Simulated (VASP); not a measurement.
## Ta2SiC: relaxation of the atoms with LDA

Ta2SiC:

```
Ta Si C
1.0
     2.72551    0.00000    0.00000
     0.00000    2.72551    0.00000
     0.00000    0.00000    9.42912
Ta Si C
2 1 1
Direct
  0.00000 0.00000 0.78164
  0.00000 0.00000 0.21836
  0.00000 0.00000 0.50000
  0.00000 0.00000 0.00000
```

The cell was built by a generator and needn't be a form met in nature.

| Quantity | Value |
| --- | --- |
| Program | VASP 6.6.1 |
| Task | relaxation of the atoms |
| Functional | LDA |
| Potentials or basis | VASP PAW LDA potentials, release 64 (Ta_pv, Si, C) |
| Cutoff | 520 eV |
| k mesh | 10 × 10 × 3 |
| Occupations | gaussian, width 0.05 eV |
| Spin | no spin polarisation |
| Further INCAR settings | ALGO = Normal; EDIFF = 1e-06; IBRION = 2; EDIFFG = -0.02; NSW = 40 |

The energy gained by relaxing is 1.6 meV/atom and the ionic steps are 3. The pressure after relaxing is -6.7 GPa and the band gap on the k mesh is none (metal or under the smearing width).

Stress tensor (GPa, compression positive):
```
-7.21  0.00  0.00
 0.00 -7.21  0.00
 0.00  0.00 -5.71
```

The path:
```tsv
step	energy change (eV)	largest force (eV/Å)	pressure (GPa)
1	0.0000	0.3471	-7.38
2	-0.0064	0.0310	-6.77
3	-0.0064	0.0004	-6.71
```

Final structure:
```yaml
crystal:
  lattice:
    - [2.72551, 0.00000, 0.00000]
    - [0.00000, 2.72551, 0.00000]
    - [0.00000, 0.00000, 9.42912]
  atoms:
    - { symbol: Ta, position: [0.00000, 0.00000, 0.78358] }
    - { symbol: Ta, position: [0.00000, 0.00000, 0.21642] }
    - { symbol: Si, position: [0.00000, 0.00000, 0.50000] }
    - { symbol: C, position: [0.00000, 0.00000, 0.00000] }
```

Levels at points of the mesh, in eV from the Fermi level:
| k point | band 11 | band 12 | band 13 | band 14 | band 15 | band 16 | band 17 | band 18 | band 19 |
| --- | --- | --- | --- | --- | --- | --- | --- | --- | --- |
| (0.00, 0.00, 0.00) | -3.68 | -2.48 | -2.44 | -2.28 | 1.12 | 1.12 | 2.24 | 3.70 | 3.70 |
| (0.50, 0.00, 0.00) | -3.91 | -2.24 | -2.18 | -2.16 | 0.19 | 1.36 | 1.61 | 1.83 | 2.47 |
| (0.50, 0.50, 0.00) | -3.37 | -2.77 | -2.63 | -1.57 | -1.57 | -0.61 | -0.61 | 2.44 | 2.98 |

It took 60 s on 1 thread of Intel(R) Xeon(R) Platinum 8488C (Sapphire Rapids), on a shared host, peak memory 0.19 GiB.

Spin-orbit coupling is left out, which matters for the levels of Ta.
